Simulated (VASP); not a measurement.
Data:

```
PdTe
1.0
    3.60100     0.00000     0.00000
    0.00000     3.60100     0.00000
    0.00000     0.00000     3.60100
Pd Te
1 1
Direct
  0.00000   0.00000   0.00000
  0.50000   0.50000   0.50000
```

Level of theory: PBEsol GGA, VASP's PBE PAW potentials (set 64) (plane waves; VASP). Run with 400 eV cut-off, 9×9×9 Γ-centred mesh, first-order Methfessel-Paxton smearing of 0.10 eV, potentials Pd Te.

Energy and stress use the plane-wave basis of the starting cell.

### Question
The ions, cell shape and volume are relaxed. Predict the relaxed structure.

### Answer

```
PdTe
1.0
    3.39106     0.00000     0.00000
    0.00000     3.39106     0.00000
    0.00000     0.00000     3.39106
Pd Te
1 1
Direct
  0.00000   0.00000   0.00000
  0.50000   0.50000   0.50000
```
Space group Pm-3m (221), at a tolerance of 0.03 Å.

### Question
How do energy and volume change from the first to the last step?

### Answer
The energy (σ→0) changes by -202.5 meV/atom and the volume by -16.5 %, in 4 ionic steps.

The structure was generated: PdTe was put into the CsCl type type (Pm-3m), which need not be its known phase. This run relaxes it. Symmetry was kept, so distortions that lower it aren't found.
